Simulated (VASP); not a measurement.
Here is the system:

```
Al3Sc
1.0
    3.96207     0.00000     0.00000
    0.00000     4.08460     0.00000
    0.00000     0.00000     4.08460
Sc Al
1 3
Cartesian
  0.00000   0.00000   0.00000
  0.00000   2.04230   2.04230
  1.98103   0.00000   2.04230
  1.98103   2.04230   0.00000
```

The numbers are results of r2SCAN meta-GGA, VASP's PBE PAW potentials (set 64) (plane waves; VASP), not measurements. Run with 480 eV cut-off, 8×8×8 Γ-centred mesh, first-order Methfessel-Paxton smearing of 0.10 eV, potentials Sc_sv Al.

Task: Give the stress tensor in GPa (positive for a compressed cell).

Result: 
```
6.27  0.00  0.00
0.00  1.62  0.00
0.00  0.00  1.62
```
The pressure is its mean diagonal, 3.17 GPa.

The compound is Al3Sc in the L1_2 structure. This cell was strained or had an atom moved on purpose.
